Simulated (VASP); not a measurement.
Computed with HSE06 screened hybrid, VASP's PBE PAW potentials (set 64) (plane waves; VASP).

The input files of a VASP run:

### KPOINTS
```
Automatic
0
G
1 1 1
```

**INCAR**
```
SYSTEM = Ga31P31
PREC = Normal; ENCUT = 400; LREAL = Auto
LASPH = .True.; ISYM = 0; NELECT = 247.0
EDIFF = 1E-5; NELM = 50; NELMIN = 4
ALGO = Normal; LMAXMIX = 4
ISMEAR = 0; SIGMA = 0.05
GGA = PE; LHFCALC = .True.; AEXX = 0.25
HFSCREEN = 0.2; PRECFOCK = Fast
ISPIN = 2; MAGMOM = 62*0.0484; NUPDOWN = 3
ISIF = 0
LWAVE = .False.; LCHARG = .False.; LORBIT = 10
```

POSCAR:
```
Ga31P31
1
   11.0671092084     0.0000000000     0.0000000000
    0.0000000000    11.0671092084     0.0000000000
    0.0000000000     0.0000000000    11.0671092084
Ga P
31 31
Direct
  0.4990125906   0.0016485333   0.0015019488
  0.7505506314   0.2495268750   0.9978736100
  0.7506915237   0.9979015332   0.2491149660
  0.0004318900   0.9995895070   0.9993491879
  0.2516610874   0.2515196332   0.0014213336
  0.4988233567   0.5010526754   0.0005117771
  0.7484357795   0.7482782009   0.0014109230
  0.2516179175   0.0015348714   0.2514673639
  0.5117273926   0.2545738720   0.2545504602
  0.7453360002   0.4885100443   0.2545523402
  0.4989835667   0.0004042727   0.5009135125
  0.7454292179   0.2545618841   0.4882086209
  0.7485614878   0.0014198701   0.7482631409
  0.9982835303   0.5010596297   0.0014982683
  0.2496173528   0.7504679719   0.0017654566
  0.0020789825   0.2494781076   0.2491664172
  0.2534873455   0.5014727041   0.2549291128
  0.4984739511   0.7465600737   0.2549573933
  0.9983595281   0.0017716786   0.5005694068
  0.2535242962   0.2549428321   0.5012889236
  0.7450258745   0.7464717710   0.5013125453
  0.2497323108   0.0019968945   0.7501701775
  0.4987023195   0.2549225899   0.7464368973
  0.7450514288   0.5013555403   0.7464505915
  0.9985892848   0.7483244037   0.2513728792
  0.9994576501   0.5010074671   0.5008931635
  0.2513286692   0.7486466085   0.4994544024
  0.9985979256   0.2514786991   0.7482702091
  0.2513160238   0.4996341119   0.7487269924
  0.5004367471   0.7487013590   0.7486120745
  0.9980398735   0.7503603630   0.7499704763
  0.6279219833   0.1250617025   0.1248984115
  0.8749045435   0.3722383569   0.1249446441
  0.8749584186   0.1251277541   0.3717547529
  0.1270085372   0.1241869464   0.1240853979
  0.3799468614   0.3749079279   0.1292402355
  0.6250011692   0.6200545991   0.1291813390
  0.8758428139   0.8729176944   0.1240244054
  0.3800357477   0.1291793290   0.3748923964
  0.8707984279   0.6200521442   0.3748428833
  0.6251180451   0.1291740746   0.6198355657
  0.8708280691   0.3749029431   0.6198870751
  0.8757366269   0.1242521700   0.8729067684
  0.1257016724   0.6244321918   0.1267528041
  0.3756038380   0.8743534718   0.1267971272
  0.1256464627   0.3749589013   0.3748524673
  0.3784958387   0.6215410014   0.3817116056
  0.6251272777   0.8743949292   0.3748036421
  0.1257124088   0.1268713308   0.6241989061
  0.3783019831   0.3816152794   0.6217208603
  0.6183200618   0.6216522181   0.6215859678
  0.8731650610   0.8743582102   0.6241301514
  0.3756276672   0.1269482638   0.8742181311
  0.6249975838   0.3750595734   0.8742936584
  0.8730973319   0.6244594610   0.8741302400
  0.1244523962   0.8755428800   0.3753371420
  0.1245384737   0.6254647167   0.6253633871
  0.3745152072   0.8754049906   0.6253867644
  0.1244471870   0.3755622474   0.8756065332
  0.3744431318   0.6256133975   0.8754627669
  0.6244906294   0.8756388927   0.8755165886
  0.1254180077   0.8746158221   0.8741898084
```

POTCAR, in this order: Ga P (PBE.64 set). Program: vasp_gam. Read from the step before: WAVECAR.

The run wrote:

### OUTCAR
```
 ion  position               nearest neighbor table
   1  0.499  0.002  0.002-  32 2.40  53 2.40  45 2.40  61 2.41
   2  0.751  0.250  0.998-  32 2.39  33 2.39  54 2.39  43 2.40
   3  0.751  0.998  0.249-  34 2.39  32 2.39  48 2.39  38 2.40
   4  0.000  1.000  0.999-  62 2.40  43 2.40  35 2.40  38 2.40
   5  0.252  0.252  0.001-  35 2.39  53 2.40  59 2.41  36 2.43
   6  0.499  0.501  0.001-  36 2.39  60 2.39  37 2.39  54 2.42
   7  0.748  0.748  0.001-  38 2.39  55 2.40  61 2.41  37 2.42
   8  0.252  0.002  0.251-  35 2.39  45 2.40  56 2.41  39 2.43
   9  0.512  0.255  0.255-  32 2.40  39 2.41  36 2.41
  10  0.745  0.489  0.255-  33 2.40  37 2.41  40 2.41
  11  0.499  0.000  0.501-  58 2.39  39 2.39  41 2.39  48 2.42
  12  0.745  0.255  0.488-  34 2.40  41 2.41  42 2.41
  13  0.749  0.001  0.748-  43 2.39  52 2.40  61 2.41  41 2.43
  14  0.998  0.501  0.001-  33 2.40  55 2.40  44 2.40  59 2.41
  15  0.250  0.750  0.002-  45 2.40  44 2.40  62 2.40  60 2.40
  16  0.002  0.249  0.249-  34 2.39  33 2.39  46 2.39  35 2.40
  17  0.253  0.501  0.255-  47 2.38  46 2.39  36 2.42  44 2.42
  18  0.498  0.747  0.255-  47 2.38  48 2.39  37 2.42  45 2.42
  19  0.998  0.002  0.501-  34 2.40  49 2.40  52 2.40  56 2.41
  20  0.254  0.255  0.501-  50 2.38  46 2.39  39 2.42  49 2.42
  21  0.745  0.746  0.501-  51 2.38  48 2.39  40 2.42  52 2.42
  22  0.250  0.002  0.750-  49 2.40  53 2.40  62 2.40  58 2.40
  23  0.499  0.255  0.746-  50 2.38  54 2.39  41 2.42  53 2.42
  24  0.745  0.501  0.746-  51 2.38  54 2.39  42 2.42  55 2.42
  25  0.999  0.748  0.251-  38 2.39  44 2.40  56 2.41  40 2.43
  26  0.999  0.501  0.501-  42 2.39  40 2.39  57 2.39  46 2.42
  27  0.251  0.749  0.499-  47 2.38  58 2.40  57 2.40  56 2.41
  28  0.999  0.251  0.748-  43 2.39  49 2.40  59 2.41  42 2.43
  29  0.251  0.500  0.749-  50 2.38  60 2.40  57 2.40  59 2.41
  30  0.500  0.749  0.749-  51 2.38  58 2.40  60 2.40  61 2.41
  31  0.998  0.750  0.750-  52 2.39  55 2.40  62 2.40  57 2.40
  32  0.628  0.125  0.125-   2 2.39   3 2.39   1 2.40   9 2.40
  33  0.875  0.372  0.125-   2 2.39  16 2.39  14 2.40  10 2.40
  34  0.875  0.125  0.372-  16 2.39   3 2.39  19 2.40  12 2.40
  35  0.127  0.124  0.124-   8 2.39   5 2.39  16 2.40   4 2.40
  36  0.380  0.375  0.129-   6 2.39   9 2.41  17 2.42   5 2.43
  37  0.625  0.620  0.129-   6 2.39  10 2.41  18 2.42   7 2.42
  38  0.876  0.873  0.124-   7 2.39  25 2.39   3 2.40   4 2.40
  39  0.380  0.129  0.375-  11 2.39   9 2.41  20 2.42   8 2.43
...
```

### OSZICAR
```
       N       E                     dE             d eps       ncg     rms          rms(c)
DAV:   1    -0.329039325120E+03   -0.32904E+03   -0.16656E+01   628   0.107E+01    0.104E+01
DAV:   2    -0.329182384853E+03   -0.14306E+00   -0.62838E-01   718   0.132E+00    0.690E+00
DAV:   3    -0.329152612838E+03    0.29772E-01   -0.59614E-02   694   0.432E-01    0.398E+00
DAV:   4    -0.329139769772E+03    0.12843E-01   -0.17892E-02   694   0.232E-01    0.223E+00
DAV:   5    -0.329135101836E+03    0.46679E-02   -0.29698E-03   712   0.966E-02    0.126E+00
DAV:   6    -0.329133312444E+03    0.17894E-02   -0.79357E-04   707   0.548E-02    0.695E-01
DAV:   7    -0.329132696429E+03    0.61602E-03   -0.33733E-04   694   0.358E-02    0.374E-01
DAV:   8    -0.329132494188E+03    0.20224E-03   -0.10533E-04   710   0.208E-02    0.199E-01
DAV:   9    -0.329132429445E+03    0.64743E-04   -0.35388E-05   550   0.127E-02    0.108E-01
DAV:  10    -0.329132411253E+03    0.18192E-04   -0.16473E-05   398   0.870E-03    0.554E-02
DAV:  11    -0.329132407292E+03    0.39615E-05   -0.60050E-06   392   0.505E-03
   1 F= -.32913241E+03 E0= -.32913241E+03  d E =-.261817E-12  mag=     3.0000
```

### OUTCAR
```
------------------------ aborting loop because EDIFF is reached ----------------------------------------
  volume of cell :     1355.51
      direct lattice vectors                 reciprocal lattice vectors
    11.067109208  0.000000000  0.000000000     0.090357832  0.000000000  0.000000000
     0.000000000 11.067109208  0.000000000     0.000000000  0.090357832  0.000000000
     0.000000000  0.000000000 11.067109208     0.000000000  0.000000000  0.090357832
  FREE ENERGIE OF THE ION-ELECTRON SYSTEM (eV)
  ---------------------------------------------------
  free  energy   TOTEN  =      -329.1324072915 eV

  energy  without entropy=     -329.1324072915  energy(sigma->0) =     -329.13240729

  exchange ACFDT corr.  =         0.00000000  see jH, gK, PRB 81, 115126

 total charge

# of ion       s       p       d       tot
------------------------------------------
    1        1.088   1.244   0.161   2.493
    2        1.077   1.277   0.167   2.521
    3        1.077   1.277   0.167   2.521
    4        1.077   1.261   0.164   2.502
    5        1.083   1.240   0.160   2.483
    6        1.077   1.275   0.166   2.518
    7        1.083   1.240   0.160   2.483
    8        1.083   1.240   0.160   2.483
    9        1.111   1.048   0.119   2.278
   10        1.111   1.048   0.119   2.278
   11        1.077   1.276   0.166   2.519
   12        1.111   1.048   0.119   2.278
   13        1.083   1.240   0.160   2.482
   14        1.088   1.244   0.160   2.492
   15        1.076   1.266   0.164   2.507
   16        1.077   1.277   0.167   2.521
   17        1.079   1.254   0.163   2.496
   18        1.079   1.254   0.163   2.496
   19        1.088   1.244   0.160   2.492
   20        1.079   1.254   0.163   2.496
   21        1.079   1.254   0.163   2.496
   22        1.076   1.266   0.165   2.507
   23        1.079   1.254   0.163   2.496
   24        1.079   1.254   0.163   2.496
   25        1.083   1.241   0.160   2.484
   26        1.077   1.276   0.166   2.519
   27        1.081   1.265   0.164   2.509
   28        1.083   1.239   0.160   2.482
   29        1.081   1.265   0.164   2.510
   30        1.081   1.265   0.164   2.510
   31        1.076   1.267   0.165   2.507
   32        1.014   1.515   0.000   2.529
   33        1.014   1.515   0.000   2.529
   34        1.014   1.515   0.000   2.529
   35        1.010   1.522   0.000   2.532
   36        1.015   1.502   0.000   2.517
   37        1.015   1.502   0.000   2.517
   38        1.010   1.522   0.000   2.532
   39        1.015   1.502   0.000   2.517
   40        1.015   1.502   0.000   2.517
   41        1.015   1.502   0.000   2.517
   42        1.015   1.502   0.000   2.517
   43        1.010   1.522   0.000   2.532
   44        1.015   1.509   0.000   2.524
   45        1.015   1.509   0.000   2.524
   46        1.008   1.523   0.000   2.532
   47        1.046   1.430   0.000   2.477
   48        1.008   1.523   0.000   2.532
   49        1.015   1.509   0.000   2.524
   50        1.046   1.430   0.000   2.477
   51        1.046   1.430   0.000   2.477
   52        1.015   1.509   0.000   2.524
   53        1.015   1.509   0.000   2.524
   54        1.008   1.523   0.000   2.532
   55        1.015   1.509   0.000   2.524
   56        1.024   1.496   0.000   2.519
   57        1.009   1.522   0.000   2.531
   58        1.009   1.522   0.000   2.531
   59        1.024   1.495   0.000   2.519
   60        1.009   1.522   0.000   2.531
   61        1.024   1.496   0.000   2.519
   62        1.010   1.520   0.000   2.530
--------------------------------------------------
tot         65.098  84.963   4.924 154.985

 magnetization (x)

# of ion       s       p       d       tot
------------------------------------------
    1       -0.005   0.011   0.006   0.013
    2       -0.002   0.002   0.003   0.003
    3       -0.002   0.002   0.003   0.003
    4       -0.001   0.003   0.003   0.005
    5       -0.001   0.002   0.003   0.004
    6       -0.001   0.002   0.003   0.003
    7       -0.001   0.002   0.003   0.004
    8       -0.001   0.002   0.003   0.004
    9        0.004   0.014   0.002   0.020
   10        0.004   0.014   0.002   0.020
   11       -0.001   0.002   0.003   0.003
   12        0.004   0.014   0.002   0.020
   13       -0.001   0.002   0.003   0.004
   14       -0.005   0.011   0.006   0.013
   15       -0.002  -0.001   0.004   0.001
   16       -0.002   0.002   0.003   0.003
   17       -0.004   0.011   0.009   0.016
   18       -0.004   0.011   0.009   0.016
   19       -0.005   0.011   0.006   0.013
   20       -0.004   0.011   0.009   0.016
   21       -0.004   0.011   0.009   0.016
   22       -0.002  -0.001   0.004   0.001
   23       -0.004   0.011   0.009   0.016
...
```
(Selected blocks of OUTCAR.)

OUTCAR:
```
 val. band max:        2.1848156541   @ k =   0.0000   0.0000   0.0000

 cond. band min:       2.5084493928   @ k =   0.0000   0.0000   0.0000


 Fermi energy:         2.4439989746

 spin component 1

 k-point     1 :       0.0000    0.0000    0.0000
  band No.  band energies     occupation
      1     -11.0901      1.00000
      2     -10.1270      1.00000
      3     -10.1258      1.00000
      4     -10.1104      1.00000
      5     -10.1097      1.00000
      6     -10.0838      1.00000
      7      -9.9457      1.00000
      8      -9.3411      1.00000
      9      -9.3402      1.00000
     10      -9.3273      1.00000
     11      -9.3260      1.00000
     12      -9.3253      1.00000
     13      -9.3160      1.00000
     14      -9.3155      1.00000
     15      -9.2997      1.00000
     16      -9.2915      1.00000
     17      -9.2901      1.00000
     18      -9.2409      1.00000
     19      -9.2096      1.00000
     20      -9.1683      1.00000
     21      -9.1680      1.00000
     22      -9.0356      1.00000
     23      -8.5359      1.00000
     24      -8.2885      1.00000
     25      -8.2881      1.00000
     26      -8.2521      1.00000
     27      -8.2251      1.00000
     28      -8.1993      1.00000
     29      -8.1986      1.00000
     30      -8.1975      1.00000
     31      -8.1967      1.00000
     32      -4.8093      1.00000
     33      -4.8079      1.00000
     34      -4.8079      1.00000
     35      -4.7355      1.00000
     36      -4.6363      1.00000
     37      -4.6274      1.00000
     38      -4.6269      1.00000
     39      -4.5974      1.00000
     40      -4.5964      1.00000
     41      -4.5831      1.00000
     42      -4.4735      1.00000
     43      -4.4726      1.00000
     44      -4.3179      1.00000
     45      -3.8104      1.00000
     46      -3.4820      1.00000
     47      -3.4603      1.00000
     48      -3.4603      1.00000
     49      -3.4563      1.00000
...
```

The cell is charged, with a uniform compensating background. The supercell is sampled at Γ alone, which is coarse: total energies, pressure and levels can be off, energies of defects by several tenths of an eV.

The cell is a supercell with a defect, built from GaP (zinc blende): vac_Ga-vac_P, charge +1. The cell's shape comes from a PBE relaxation.
